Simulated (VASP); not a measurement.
Computed with PBEsol GGA, VASP's PBE PAW potentials (set 64) (plane waves; VASP).

A VASP calculation is set up with these files.

POSCAR:
```
BaZrO3
1
    4.1494796908     0.0000000000    -0.0000000000
    0.0000000000     4.1494796908    -0.0000000000
    0.0000000000     0.0000000000     4.1494796908
Ba Zr O
1 1 3
Direct
  0.0000000000   0.0000000000   0.0000000000
  0.5000000000   0.5000000000   0.5000000000
  0.5000000000   0.0000000000   0.5000000000
  0.0000000000   0.5000000000   0.5000000000
  0.5000000000   0.5000000000   0.0000000000
```

### INCAR
```
ALGO = Normal
EDIFF = 1E-6
EDIFFG = -0.02
ENCUT = 620
GGA = PS
IBRION = 2
ISIF = 3
ISMEAR = 0
LASPH = .TRUE.
LCHARG = .FALSE.
LMAXMIX = 4
LREAL = .FALSE.
LWAVE = .FALSE.
NELM = 100
NSW = 40
PREC = Accurate
PSTRESS = 50
SIGMA = 0.05
SYSTEM = BaZrO3
```

### KPOINTS
```
Regular mesh
0
G
  6 6 6
```

POTCAR, in this order: Ba_sv Zr_sv O (PBE.64 set). Program: vasp_std.

Output

**OUTCAR**
```
 ion  position               nearest neighbor table
   1  0.000  0.000  0.000-   3 2.93   4 2.93   5 2.93   3 2.93   4 2.93   4 2.93   5 2.93   4 2.93
                             3 2.93   5 2.93   3 2.93   5 2.93   2 3.59   2 3.59   2 3.59   2 3.59
   2  0.500  0.500  0.500-   3 2.07   4 2.07   5 2.07   5 2.07   3 2.07   4 2.07   1 3.59   1 3.59
                             1 3.59   1 3.59   1 3.59   1 3.59   1 3.59   1 3.59
   3  0.500  0.000  0.500-   2 2.07   2 2.07   1 2.93   1 2.93   1 2.93   1 2.93
   4  0.000  0.500  0.500-   2 2.07   2 2.07   1 2.93   1 2.93   1 2.93   1 2.93
   5  0.500  0.500  0.000-   2 2.07   2 2.07   1 2.93   1 2.93   1 2.93   1 2.93
  LATTYP: Found a simple cubic cell.
 ALAT       =     4.1494796908
 Subroutine PRICEL returns:
 Original cell was already a primitive cell.
 Subroutine GETGRP returns: Found 48 space group operations
The static configuration has the point symmetry O_h .
The dynamic configuration has the point symmetry O_h .
 Subroutine INISYM returns: Found 48 space group operations
 Subroutine IBZKPT returns following result:
 Found     20 irreducible k-points:

 Following reciprocal coordinates:
            Coordinates               Weight
  0.000000  0.000000  0.000000      1.000000
  0.166667  0.000000  0.000000      6.000000
  0.333333  0.000000  0.000000      6.000000
  0.500000  0.000000  0.000000      3.000000
...
```

**OSZICAR**
```
       N       E                     dE             d eps       ncg     rms          rms(c)
DAV:   1     0.357883018727E+03    0.35788E+03   -0.24568E+04   960   0.188E+03
DAV:   2    -0.283446516566E+02   -0.38623E+03   -0.38158E+03  1256   0.420E+02
DAV:   3    -0.498825349262E+02   -0.21538E+02   -0.21520E+02  1624   0.986E+01
DAV:   4    -0.503884310603E+02   -0.50590E+00   -0.50577E+00  1328   0.122E+01
DAV:   5    -0.504022229696E+02   -0.13792E-01   -0.13792E-01  1384   0.136E+00    0.327E+01
DAV:   6    -0.437000713959E+02    0.67022E+01   -0.41794E+01  1216   0.426E+01    0.153E+01
DAV:   7    -0.436312679827E+02    0.68803E-01   -0.30435E+00  1416   0.105E+01    0.857E+00
DAV:   8    -0.435978805611E+02    0.33387E-01   -0.26053E-01  1288   0.424E+00    0.716E-01
DAV:   9    -0.435958530001E+02    0.20276E-02   -0.47403E-02  1360   0.128E+00    0.426E-01
DAV:  10    -0.435963958326E+02   -0.54283E-03   -0.12168E-02  1304   0.991E-01    0.202E-01
DAV:  11    -0.435961482045E+02    0.24763E-03   -0.15103E-03  1192   0.350E-01    0.277E-02
DAV:  12    -0.435961622047E+02   -0.14000E-04   -0.88449E-05  1296   0.731E-02    0.321E-02
DAV:  13    -0.435961616264E+02    0.57837E-06   -0.89368E-06  1352   0.244E-02
   1 F= -.41366493E+02 E0= -.41366493E+02  d E =-.413665E+02
```

**OUTCAR**
```
------------------------ aborting loop because EDIFF is reached ----------------------------------------
  FORCE on cell =-STRESS in cart. coord.  units (eV):
  Direction    XX          YY          ZZ          XY          YZ          ZX
  --------------------------------------------------------------------------------------
  Total        2.2095627      2.2095627      2.2095627      0.0000000      0.0000000     -0.0000000
  in kB       49.5491232     49.5491232     49.5491232      0.0000000      0.0000000     -0.0000000
  external PRESSURE =      -0.4508768 kB  Pullay stress =      50.0000000 kB
  volume of cell :       71.45
      direct lattice vectors                 reciprocal lattice vectors
     4.149479691  0.000000000  0.000000000     0.240994070  0.000000000  0.000000000
     0.000000000  4.149479691  0.000000000     0.000000000  0.240994070  0.000000000
     0.000000000  0.000000000  4.149479691     0.000000000  0.000000000  0.240994070
 POSITION                                       TOTAL-FORCE (eV/Angst)
 -----------------------------------------------------------------------------------
      0.00000      0.00000      0.00000         0.000000      0.000000      0.000000
      2.07474      2.07474      2.07474         0.000000      0.000000      0.000000
      2.07474      0.00000      2.07474         0.000000      0.000000      0.000000
      0.00000      2.07474      2.07474         0.000000      0.000000      0.000000
      2.07474      2.07474      0.00000         0.000000      0.000000      0.000000
 -----------------------------------------------------------------------------------
    total drift:                                0.000000      0.000000      0.000000
  FREE ENERGIE OF THE ION-ELECTRON SYSTEM (eV)
  ---------------------------------------------------
  free  energy   TOTEN  =       -43.5961616264 eV

  energy  without entropy=      -43.5961616264  energy(sigma->0) =      -43.59616163
  enthalpy is  TOTEN    =       -41.3664928514 eV   P V=        2.2296687750

 reached required accuracy - stopping structural energy minimisation
```
(Selected blocks of OUTCAR.)

The compound is BaZrO3 in the cubic perovskite structure. It was relaxed first under an external pressure of 5 GPa.
